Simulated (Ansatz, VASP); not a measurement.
# Two plane-wave programs on CsSi2

File INCAR:

```
SYSTEM = CsSi2
PREC     = Accurate       ! precision mode
ENCUT    = 600            ! plane-wave cutoff, eV
EDIFF    = 1E-6           ! SCF threshold, eV
ISMEAR   = -1             ! smearing method
SIGMA    = 0.05           ! smearing width, eV
LREAL    = .FALSE.        ! projectors in reciprocal space
LASPH    = .TRUE.         ! aspherical terms in the spheres
NELM     = 100            ! most SCF steps
ALGO     = Fast           ! electronic algorithm
ISIF     = 3              ! what is computed and relaxed
LWAVE    = .FALSE.        ! write WAVECAR
LCHARG   = .FALSE.        ! write CHGCAR
GGA      = PE             ! functional
IBRION   = 2              ! ionic algorithm
NSW      = 40             ! ionic steps
EDIFFG   = -0.005         ! ionic threshold
```

KPOINTS

```
regular mesh
0
G
  5 5 6
  0 0 0
```

File POSCAR:

```
CsSi2
1.0
    6.3715700000      0.0000000000      0.0000000000
   -3.1857800000      5.5179400000      0.0000000000
    0.0000000000      0.0000000000      4.4786600000
Cs Si
1 2
Direct
    0.0000000000      0.0000000000      0.0000000000
    0.6666700000      0.3333300000      0.2503900000
    0.6666700000      0.3333300000      0.7496100000
```

The input input.yaml:

```yaml
crystal:
  lattice:
    - [6.37157, 0.0, 0.0]
    - [-3.18578, 5.51794, 0.0]
    - [0.0, 0.0, 4.47866]
  atoms:
    - { symbol: Cs, position: [0.0, 0.0, 0.0] }
    - { symbol: Si, position: [0.66667, 0.33333, 0.25039] }
    - { symbol: Si, position: [0.66667, 0.33333, 0.74961] }
hamiltonian:
  xc: pbe
  pseudopotentials: { kind: paw }
kpoints:
  mp_grid: { grid: [5, 5, 6] }
scf:
  occupations: { method: fermi_dirac, width: 0.05 }
output:
  forces: true
  stress: true
  eigenvalues: true
relax:
  f_tol: 0.01
  max_steps: 40
  cell: { stress_tol: 0.05 }
```

The cell was built by a generator and needn't be a form met in nature.

Alike in both runs: task relaxation of cell and atoms; functional PBE; k mesh 5 × 5 × 6; occupations fermi-dirac, width 0.05 eV; no spin polarisation.

|  | VASP | Ansatz |
| --- | --- | --- |
| version | VASP 6.6.1 | Ansatz 0.2.0 |
| potentials or method | VASP PAW PBE potentials, release 64 (Cs_sv, Si) | Ansatz PAW |
| plane-wave cutoff (eV) | 600 | 420 |
| valence electrons in the cell | 17 | 17 |

```tsv
	VASP	Ansatz	Ansatz less VASP
gap on the k mesh at the Fermi level, each at its own relaxed structure (eV)	none	none	-
relaxed volume (Å³/atom)	51.35	51.30	-0.050
relaxed cell length with the largest relative difference (Å)	6.387	6.383	-0.0039
energy change over the relaxation (meV/atom)	-11	-11	+0.6
```

A gap of «none» marks a metal or a gap that the smearing closes.

Caveats: the plane-wave basis is chosen anew once the cell has moved, so the energies of steps on either side of that aren't comparable (Ansatz). Spin-orbit coupling is left out, which matters for the levels of Cs.
